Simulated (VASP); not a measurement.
VASP runs on NbC (rock salt) share one base input (PBE GGA, plane waves, VASP's PBE PAW potentials (set 64)) and change the settings named in each case.

POSCAR:
```
NbC
2.27970
  0.0000000000   1.0000000000   1.0000000000
  1.0000000000   0.0000000000   1.0000000000
  1.0000000000   1.0000000000   0.0000000000
Nb C
1 1
Cart
  0.0000000000   0.0000000000   0.0000000000
  1.0000000000   1.0000000000   1.0000000000
```

INCAR:
```
SYSTEM=NbC
PREC=Accurate; ENCUT=520; LREAL=F
LASPH=T
EDIFF=1E-6; NELM=100; ALGO=Normal
LMAXMIX=4
ISMEAR=1; SIGMA=0.1
GGA=PE
ISIF=2
LWAVE=F; LCHARG=F
```

**KPOINTS**
```
Automatic mesh
0
Gamma
12 12 12
0 0 0
```

POTCAR, in this order: Nb_sv C (PBE.64 set). Program: vasp_std.

```tsv
change	−TS (eV)	electronic steps
base run	-0.0015	13
ALGO = Fast	-0.0015	30
ALGO = VeryFast	-0.0015	54
ALGO = All	-0.0015	26
ALGO = Damped (not converged)	-0.0014	100
ALGO = Conjugate	-0.0015	26
```

Left out are runs that ran out of time, are held back, or changed the cell or the kind of run, fixed moments of cells without a moment, rows past the twelfth, gaps on odd meshes, pressures of charged cells and columns that move by less than the noise.

The compound is NbC in the rock salt structure. The cell was not relaxed at this level. The electron count is odd and the run is not spin-polarised, which forces a metal.
